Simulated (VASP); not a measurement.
# BAs: exact exchange and RPA correlation, part 2 of 6

Aim: total energies of BAs from exact exchange and RPA correlation, beside cheaper functionals. The scan starts from a database cell scaled to its smallest volume. The cell is of the zinc-blende type. The start is a cell from a database of measured crystal structures.

VASP 6.6.1, plane waves and PAW; the level of theory is named at each step.

So far. Step 3 (Exact exchange, volume ratio 0.94): The Hartree-Fock energy on these orbitals is -9.4706 eV an atom. Step 4 (Empty bands, volume ratio 0.94): WAVECAR now holds 544 bands for 8 electrons.

**5. RPA correlation, volume ratio 0.94**

This step: RPA correlation on PBE orbitals; plane waves and PAW (As_GW, B_GW) (VASP 6.6.1).

The RPA correlation energy follows from the response function on imaginary frequencies; VASP computes it for a row of response cutoffs and extrapolates.

Contents of INCAR:

```
SYSTEM = BAs
PREC = Accurate
ENCUT = 440
ISMEAR = 0
SIGMA = 0.05
LREAL = .FALSE.
GGA = PE
NBANDS = 544
ALGO = ACFDT
ENCUTGW = 200
NOMEGA = 12
PRECFOCK = Fast
LWAVE = .FALSE.
LCHARG = .FALSE.
```

Contents of POSCAR:

```
BAs
1.0
    0.0000000000      2.3397414207      2.3397414207
    2.3397414207      0.0000000000      2.3397414207
    2.3397414207      2.3397414207      0.0000000000
As B
1 1
Direct
    0.7500000000      0.7500000000      0.7500000000
    0.0000000000      0.0000000000      0.0000000000
```

Contents of KPOINTS:

```
Automatic mesh
0
Gamma
6 6 6
0 0 0
```

Potentials, in the order of the species: As_GW and B_GW (PBE family, release 64).

Command:

```
> mpirun -np 8 vasp_std
```

The program printed:

```text
[banner, memory and clock lines left out]
running    8 mpi-ranks, on    1 nodes
 distrk:  each k-point on    8 cores,    1 groups
 distr:  one band on    1 cores,    8 groups

 POSCAR found type information on POSCAR AsB
 POSCAR found :  2 types and       2 ions
 [... a notice as in an earlier step ...]

 LDA part: xc-table for (Slater+PW92), standard interpolation
 found WAVECAR, reading the header
 POSCAR, INCAR and KPOINTS ok, starting setup
 FFT: planning ... GRIDC
 FFT: planning ... GRID_SOFT
 FFT: planning ... GRID
 reading WAVECAR
 the WAVECAR file was read successfully
 initial charge from wavefunction
 available memory per node:     60.79 GB, setting MAXMEM to     62248

 The Fermi energy was updated, please check that it is located mid-gap
 values below the HOMO (VB) or above the LUMO (CB) will cause erroneous energies
 E-fermi :   7.4826

 the WAVEDER file was read successfully
 set NWRITE>2 for more details about minimax calculation
 number of imaginary grid points requested:      12
 number of distinct grids requested:  1
 quadrature errors minimized for energies in [ 0.121E+01, 0.442E+03 ]
 bosonic grid (T=0, re) determined with error: 0.1141E-06
 bosonic grid (re): 0.1141E-06
       0.2951       0.9642       1.8985       3.3821       5.9049
      10.3657      18.4804      33.6388      62.8080     121.2787
     248.6138     616.2482
energies w=
    0.000    0.295    0.000    0.964    0.000    1.898    0.000    3.382
    0.000    5.905    0.000   10.366    0.000   18.480    0.000   33.639
    0.000   62.808    0.000  121.279    0.000  248.614    0.000  616.248
 responsefunction array rank=     176
 LDA part: xc-table for (Slater+PW92), standard interpolation

 min. memory requirement per mpi rank    194.7 MB, per node   1557.8 MB

 allocating   2 responsefunctions rank=   176
 shmem allocating  12 responsefunctions rank=   176
 response function shared by NCSHMEM nodes    1
 Doing            2  frequencies on each core in blocks of           12
NQ=   1    0.0000    0.0000    0.0000,
|.........|.........|.........|.........
 performed       5598000 updates of chi_q(r,r)
 total number of BLAS operations       1279.24 Gflops
NQ=   2    0.1667    0.0000    0.0000,
|.........|.........|.........|.........
 performed      11196000 updates of chi_q(r,r)
 total number of BLAS operations       2498.64 Gflops
NQ=   3    0.3333    0.0000    0.0000,
|.........|.........|.........|.........
 performed      16794000 updates of chi_q(r,r)
 total number of BLAS operations       3547.13 Gflops
NQ=   4    0.5000    0.0000    0.0000,
|.........|.........|.........|.........
 performed      22392000 updates of chi_q(r,r)
 total number of BLAS operations       4811.27 Gflops
NQ=   5    0.1667    0.1667    0.0000,
|.........|.........|.........|.........
 performed      27990000 updates of chi_q(r,r)
 total number of BLAS operations       6030.67 Gflops
NQ=   6    0.3333    0.1667    0.0000,
|.........|.........|.........|.........
 performed      33588000 updates of chi_q(r,r)
 total number of BLAS operations       7191.67 Gflops
NQ=   7    0.5000    0.1667    0.0000,
|.........|.........|.........|.........
 performed      39186000 updates of chi_q(r,r)
 total number of BLAS operations       8455.81 Gflops
NQ=   8   -0.3333    0.1667    0.0000,
|.........|.........|.........|.........
 performed      44784000 updates of chi_q(r,r)
 total number of BLAS operations       9616.81 Gflops
NQ=   9   -0.1667    0.1667    0.0000,
|.........|.........|.........|.........
 performed      50382000 updates of chi_q(r,r)
 total number of BLAS operations      10763.43 Gflops
NQ=  10    0.3333    0.3333    0.0000,
|.........|.........|.........|.........
 performed      55980000 updates of chi_q(r,r)
 total number of BLAS operations      12057.85 Gflops
NQ=  11    0.5000    0.3333    0.0000,
|.........|.........|.........|.........
 performed      61578000 updates of chi_q(r,r)
 total number of BLAS operations      13322.00 Gflops
NQ=  12   -0.3333    0.3333    0.0000,
|.........|.........|.........|.........
 performed      67176000 updates of chi_q(r,r)
 total number of BLAS operations      14647.06 Gflops
NQ=  13    0.5000    0.5000    0.0000,
|.........|.........|.........|.........
 performed      72774000 updates of chi_q(r,r)
 total number of BLAS operations      16003.11 Gflops
NQ=  14    0.5000    0.3333    0.1667,
|.........|.........|.........|.........
 performed      78372000 updates of chi_q(r,r)
 total number of BLAS operations      17193.13 Gflops
NQ=  15   -0.3333    0.3333    0.1667,
|.........|.........|.........|.........
 performed      83970000 updates of chi_q(r,r)
 total number of BLAS operations      18457.28 Gflops
NQ=  16   -0.3333    0.5000    0.1667,
|.........|.........|.........|.........
 performed      89568000 updates of chi_q(r,r)
 total number of BLAS operations      19691.50 Gflops
 entering main loop
```

Elapsed: 2.7 min, on 8 MPI ranks of Intel Xeon Platinum 8259CL at 2.50GHz (Skylake/Cascade Lake), shared host; peak memory 2.3 GiB; 17 min of CPU time.

OUTCAR, selected parts (step 5):

```text
   k-points           NKPTS =     16   k-points in BZ     NKDIM =    216   number of bands    NBANDS=    544

   NELECT =       8.0000    total number of electrons

 E-fermi :   7.4826

 Hartree contr. to MP2           -0.230302      0.000000

 Hartree contr. to MP2           -2.016074      0.000000

 Hartree contr. to MP2           -1.888468      0.000000

 Hartree contr. to MP2           -0.930315      0.000000

      cutoff energy     smooth cutoff   RPA   correlation   Hartree contr. to MP2

      cutoff energy     smooth cutoff   RPA   correlation   Hartree contr. to MP2
---------------------------------------------------------------------------------
            200.000           160.000      -11.8124910660      -19.1703968059
            190.476           152.381      -11.7676655902      -19.1233761781
            181.406           145.125      -11.7195933783      -19.0727285772
            172.768           138.214      -11.6686195453      -19.0187451680
            164.541           131.632      -11.6138447193      -18.9604001173
            156.705           125.364      -11.5557138749      -18.8980782203
            149.243           119.394      -11.4933973809      -18.8308008088
            142.136           113.709      -11.4271278647      -18.7587537944
  linear regression

  converged value                          -12.3869635004      -19.7850875140

[... 7 parts as in an earlier step ...]

[... 2 further parts left out ...]
```

Numbers from this step:

```
RPA correlation energy : -12.39 eV
```

The correlation energy is -6.1935 eV an atom. With exact exchange the total is -15.6641 eV an atom.

**6. Comparison: r2SCAN, volume ratio 0.94**

This step: r2SCAN; plane waves and PAW (As_GW, B_GW) (VASP 6.6.1).

For comparison the same cell is computed with r2SCAN.

Contents of INCAR:

```
SYSTEM = BAs
PREC = Accurate
ENCUT = 440
EDIFF = 1E-06
NELM = 100
ISMEAR = 0
SIGMA = 0.05
LREAL = .FALSE.
ALGO = Normal
METAGGA = R2SCAN
LASPH = .TRUE.
NBANDS = 10
LWAVE = .FALSE.
LCHARG = .FALSE.
KPAR = 8
```

POSCAR is that of step 5.

KPOINTS is that of step 5.

Command:

```
> mpirun -np 8 vasp_std
```

The program printed:

```text
[banner, memory and clock lines left out]
running    8 mpi-ranks, on    1 nodes
 distrk:  each k-point on    1 cores,    8 groups
 distr:  one band on    1 cores,    1 groups

 POSCAR found type information on POSCAR AsB
 POSCAR found :  2 types and       2 ions
 [... a notice as in an earlier step ...]

|                                                                             |
|               ----> ADVICE to this user running VASP <----                  |
|                                                                             |
|     You enforced a specific xc type in the INCAR file but a different       |
|     [... a line on the potential file left out ...]
|     I HOPE YOU KNOW WHAT YOU ARE DOING!                                     |
|                                                                             |

 LDA part: xc-table for (None), standard interpolation
 POSCAR, INCAR and KPOINTS ok, starting setup
 FFT: planning ... GRIDC
 FFT: planning ... GRID_SOFT
 FFT: planning ... GRID
 WAVECAR not read
 entering main loop
       N       E                     dE             d eps       ncg     rms          rms(c)
DAV:   1     0.102998E+01    0.10300E+01   -0.37110E+03   320   0.697E+02
DAV:   2    -0.235332E+02   -0.24563E+02   -0.23077E+02   502   0.123E+02
DAV:   3    -0.242376E+02   -0.70432E+00   -0.70225E+00   384   0.189E+01
DAV:   4    -0.242437E+02   -0.60987E-02   -0.60977E-02   470   0.222E+00
DAV:   5    -0.242437E+02   -0.34618E-04   -0.34616E-04   384   0.129E-01    0.399E+00
DAV:   6    -0.222413E+02    0.20024E+01   -0.13735E+00   472   0.849E+00    0.190E+00
DAV:   7    -0.221906E+02    0.50765E-01   -0.20946E-01   384   0.266E+00    0.735E-01
DAV:   8    -0.221855E+02    0.50716E-02   -0.21387E-02   376   0.115E+00    0.100E-01
DAV:   9    -0.221855E+02    0.63220E-05   -0.55286E-04   400   0.195E-01    0.557E-02
DAV:  10    -0.221856E+02   -0.80607E-04   -0.14600E-04   386   0.120E-01    0.114E-02
DAV:  11    -0.221856E+02    0.16101E-05   -0.14420E-05   418   0.298E-02    0.198E-03
DAV:  12    -0.221856E+02   -0.45005E-06   -0.95161E-07   240   0.629E-03
   1 F= -.22185571E+02 E0= -.22185571E+02  d E =-.565170E-21
```

The job ended after 8.6 s (8 MPI ranks; peak memory 1.1 GiB; 52 s of CPU time).

From OUTCAR (step 6):

```text
   NELECT =       8.0000    total number of electrons

 E-fermi :   7.1017

 k-point     1 :       0.0000    0.0000    0.0000
  band No.  band energies     occupation
      1      -9.9960      2.00000
      2       6.7813      2.00000
      3       6.7813      2.00000
      4       6.7813      2.00000
      5      10.2934      0.00000
      6      10.2934      0.00000
      7      10.2934      0.00000
      8      12.7259      0.00000
      9      17.4876      0.00000
    ...

  Total        1.7421675      1.7421675      1.7421675     -0.0000000      0.0000000     -0.0000000
  in kB      108.9599530    108.9599530    108.9599530     -0.0000000      0.0000000     -0.0000000
  external PRESSURE =     108.9599530 kB  Pullay stress =       0.0000000 kB

 POSITION                                       TOTAL-FORCE (eV/Angst)
 -----------------------------------------------------------------------------------
      3.50961      3.50961      3.50961        -0.000000     -0.000000     -0.000000
      0.00000      0.00000      0.00000         0.000000      0.000000      0.000000
 -----------------------------------------------------------------------------------
    total drift:                               -0.000000     -0.000000     -0.000000

  FREE ENERGIE OF THE ION-ELECTRON SYSTEM (eV)
  ---------------------------------------------------
  free  energy   TOTEN  =       -22.1855712287 eV

  energy  without entropy=      -22.1855712287  energy(sigma->0) =      -22.18557123

[... 8 parts as in an earlier step ...]

[... 8 further parts left out ...]
```

The PAW data sets were made with PBE, which is usual practice but a small mismatch for other functionals.

This step gave:

| Property | Result |
| --- | --- |
| free energy (TOTEN) | -22.19 eV |
| Fermi energy | 7.102 eV |
| pressure | 10.90 GPa |
| gap on the k-mesh | 1.401 eV |
| least direct gap on the k-mesh | 3.512 eV |

Its energy is -11.0928 eV an atom, on a zero of its own.

**7. Orbitals for comparison: HSE06, volume ratio 0.94**

This step: PBE; plane waves and PAW (As_GW, B_GW) (VASP 6.6.1).

A hybrid converges faster from good orbitals, so a cheap PBE run writes WAVECAR first.

Contents of INCAR:

```
SYSTEM = BAs
PREC = Accurate
ENCUT = 440
EDIFF = 1E-05
NELM = 100
ISMEAR = 0
SIGMA = 0.05
LREAL = .FALSE.
ALGO = Normal
GGA = PE
NBANDS = 10
LORBIT = 11
LWAVE = .TRUE.
LCHARG = .FALSE.
KPAR = 8
```

POSCAR is that of step 6.

KPOINTS is that of step 6.

Command:

```
> mpirun -np 8 vasp_std
```

The program printed:

```text
[banner, memory and clock lines left out]
running    8 mpi-ranks, on    1 nodes
 distrk:  each k-point on    1 cores,    8 groups
 distr:  one band on    1 cores,    1 groups

 POSCAR found type information on POSCAR AsB
 POSCAR found :  2 types and       2 ions
 [... a notice as in an earlier step ...]

 LDA part: xc-table for (Slater+PW92), standard interpolation
 POSCAR, INCAR and KPOINTS ok, starting setup
 FFT: planning ... GRIDC
 FFT: planning ... GRID_SOFT
 FFT: planning ... GRID
 WAVECAR not read
 entering main loop
       N       E                     dE             d eps       ncg     rms          rms(c)
[... 10 cycles as in an earlier step ...]
DAV:  11    -0.113081E+02    0.20963E-05   -0.10655E-05   302   0.200E-02
   1 F= -.11308144E+02 E0= -.11308144E+02  d E =-.120802E-18
 writing wavefunctions
```

It took 2 s on 8 MPI ranks; peak memory 1 GiB.

OUTCAR, selected parts (step 7):

```text
   NELECT =       8.0000    total number of electrons

 E-fermi :   7.1745

 k-point     1 :       0.0000    0.0000    0.0000
  band No.  band energies     occupation
      1      -9.1151      2.00000
      2       6.8757      2.00000
      3       6.8757      2.00000
      4       6.8757      2.00000
      5      10.2233      0.00000
      6      10.2233      0.00000
      7      10.2233      0.00000
      8      12.3309      0.00000
      9      16.7512      0.00000
    ...

  Total        2.1767207      2.1767207      2.1767207     -0.0000000     -0.0000000     -0.0000000
  in kB      136.1381080    136.1381080    136.1381080     -0.0000000     -0.0000000     -0.0000000
  external PRESSURE =     136.1381080 kB  Pullay stress =       0.0000000 kB

  FREE ENERGIE OF THE ION-ELECTRON SYSTEM (eV)
  ---------------------------------------------------
  free  energy   TOTEN  =       -11.3081444970 eV

  energy  without entropy=      -11.3081444970  energy(sigma->0) =      -11.30814450

[... 9 parts as in an earlier step ...]

[... 9 further parts left out ...]
```

Numbers from this step:

| Item | Value |
| --- | --- |
| free energy (TOTEN) | -11.31 eV |
| Fermi energy | 7.175 eV |
| pressure | 13.61 GPa |
| gap on the k-mesh | 1.213 eV |
| least direct gap on the k-mesh | 3.348 eV |

The run ends at a pressure of 13.61 GPa.

**8. Comparison: HSE06, volume ratio 0.94**

This step: HSE06; plane waves and PAW (As_GW, B_GW) (VASP 6.6.1).

For comparison the same cell is computed with HSE06.

Contents of INCAR:

```
SYSTEM = BAs
PREC = Accurate
ENCUT = 440
EDIFF = 1E-06
NELM = 100
ISMEAR = 0
SIGMA = 0.05
LREAL = .FALSE.
ALGO = Normal
LHFCALC = .TRUE.
AEXX = 0.25
GGA = PE
HFSCREEN = 0.2
LASPH = .TRUE.
NBANDS = 10
PRECFOCK = Fast
LWAVE = .FALSE.
LCHARG = .FALSE.
KPAR = 8
```

POSCAR is that of step 7.

KPOINTS is that of step 7.

The WAVECAR or CHGCAR of an earlier step is read.

Command:

```
> mpirun -np 8 vasp_std
```

The program printed:

```text
[banner, memory and clock lines left out]
running    8 mpi-ranks, on    1 nodes
 distrk:  each k-point on    1 cores,    8 groups
 distr:  one band on    1 cores,    1 groups

 POSCAR found type information on POSCAR AsB
 POSCAR found :  2 types and       2 ions
 [... a notice as in an earlier step ...]

 LDA part: xc-table for (Slater+PW92), standard interpolation
 found WAVECAR, reading the header
 POSCAR, INCAR and KPOINTS ok, starting setup
 FFT: planning ... GRIDC
 FFT: planning ... GRID_SOFT
 FFT: planning ... GRID
 reading WAVECAR
 the WAVECAR file was read successfully
 initial charge from wavefunction
 entering main loop
       N       E                     dE             d eps       ncg     rms          rms(c)
DAV:   1    -0.132016E+02   -0.13202E+02   -0.31976E-01   450   0.466E+00    0.279E-01
DAV:   2    -0.132032E+02   -0.15719E-02   -0.54651E-03   382   0.536E-01    0.181E-01
DAV:   3    -0.132028E+02    0.41643E-03   -0.69998E-04   464   0.186E-01    0.106E-01
DAV:   4    -0.132027E+02    0.12608E-03   -0.89526E-05   476   0.790E-02    0.627E-02
DAV:   5    -0.132026E+02    0.48980E-04   -0.15255E-05   382   0.329E-02    0.375E-02
DAV:   6    -0.132026E+02    0.16052E-04   -0.82787E-06   398   0.188E-02    0.223E-02
DAV:   7    -0.132026E+02    0.47569E-05   -0.24910E-06   356   0.114E-02    0.133E-02
DAV:   8    -0.132026E+02    0.12598E-05   -0.51153E-07   214   0.652E-03    0.801E-03
DAV:   9    -0.132026E+02    0.13563E-06   -0.32193E-07   210   0.461E-03
   1 F= -.13202597E+02 E0= -.13202597E+02  d E =-.116128E-16
```

It took 31 s on 8 MPI ranks; peak memory 1.7 GiB; 3.2 min of CPU time.

Parts of OUTCAR (step 8):

```text
   k-points           NKPTS =     16   k-points in BZ     NKDIM =    216   number of bands    NBANDS=     10

   NELECT =       8.0000    total number of electrons

 E-fermi :   6.7258

 k-point     1 :       0.0000    0.0000    0.0000
  band No.  band energies     occupation
      1     -11.1155      2.00000
      2       6.4468      2.00000
      3       6.4468      2.00000
      4       6.4468      2.00000
      5      10.6629      0.00000
      6      10.6629      0.00000
      7      10.6629      0.00000
      8      13.1485      0.00000
      9      17.3980      0.00000
    ...

 POSITION                                       TOTAL-FORCE (eV/Angst)
 -----------------------------------------------------------------------------------
      3.50961      3.50961      3.50961        -0.000000     -0.000000     -0.000000
      0.00000      0.00000      0.00000         0.000000      0.000000      0.000000
 -----------------------------------------------------------------------------------
    total drift:                               -0.000000      0.000000     -0.000000

  FREE ENERGIE OF THE ION-ELECTRON SYSTEM (eV)
  ---------------------------------------------------
  free  energy   TOTEN  =       -13.2025970208 eV

  energy  without entropy=      -13.2025970208  energy(sigma->0) =      -13.20259702

[... 8 parts as in an earlier step ...]

[... 8 further parts left out ...]
```

Read from the output:

```
free energy (TOTEN)            : -13.20 eV
Fermi energy                   : 6.726 eV
gap on the k-mesh              : 1.904 eV
least direct gap on the k-mesh : 4.216 eV
```

Its energy is -6.6013 eV an atom, on a zero of its own.

[end of part 2 of 6]

[Long decimals in the printed logs are rounded to 6 places.]

[Lines on the potential files, build, host, timing and source positions are cut from VASP's logs without a mark.]

[Logs are printed without paths, hosts, clocks, repeated set-up lines and the standing remarks that a program may print on its own settings, such as how far it seeks lower states.]

[Hosts, paths, dates, database ids (printed as entryN), source tags and the programs' standing remarks are cut or masked in the printed files.]

[Measured values are set beside computed ones only where the two were judged alike; some that the calculation misses by far are left out.]

[Pressures printed for these runs are not shown converged in the cutoff: they can be off by several GPa and have the wrong sign.]
